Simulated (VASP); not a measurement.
Method: PBE GGA, VASP's PBE PAW potentials (set 64) (plane waves; VASP).

A VASP calculation is set up with these files.

### KPOINTS
```
Automatic mesh
0
Gamma
2 5 5
0 0 0
```

### INCAR
```
SYSTEM = SnSe
PREC = Accurate
ENCUT = 400
EDIFF = 1E-6
NELM = 100
ALGO = Normal
LREAL = .FALSE.
LASPH = .TRUE.
ISMEAR = 0
SIGMA = 0.05
GGA = PE
LMAXMIX = 4
LWAVE = .FALSE.
LCHARG = .FALSE.
IBRION = 2
ISIF = 3
NSW = 60
EDIFFG = -0.02
```

### POSCAR
```
SnSe
1
   12.0038829754     0.0000000000     0.0000000000
    0.0000000000     4.2274208789     0.0000000000
    0.0000000000    -0.0000000000     4.4538899479
Sn Se
4 4
Direct
  0.1263337472   0.2500000000   0.1078835896
  0.3736662528   0.7500000000   0.6078835896
  0.8736662528   0.7500000000   0.8921164104
  0.6263337472   0.2500000000   0.3921164104
  0.8574024102   0.2500000000   0.4699834292
  0.6425975898   0.7500000000   0.9699834292
  0.1425975898   0.7500000000   0.5300165708
  0.3574024102   0.2500000000   0.0300165708
```

POTCAR, in this order: Sn_d Se (PBE.64 set). Program: vasp_std.

Task: What will the output report for the number of irreducible k-points (NKPTS), largest plane-wave count, number of space-group operations, FFT grid (NGX, NGY, NGZ)?

Result: 
The number of irreducible k-points (NKPTS) is 18 and the largest plane-wave count comes out as 4136. The number of space-group operations is 8 and the FFT grid (NGX, NGY, NGZ) comes out as 80 × 28 × 30.

The structure was generated: SnSe was put into the GeS type (Pnma), which need not be its known phase. This run relaxes it. Symmetry was kept, so distortions that lower it aren't found. The start is the result of an earlier pass.
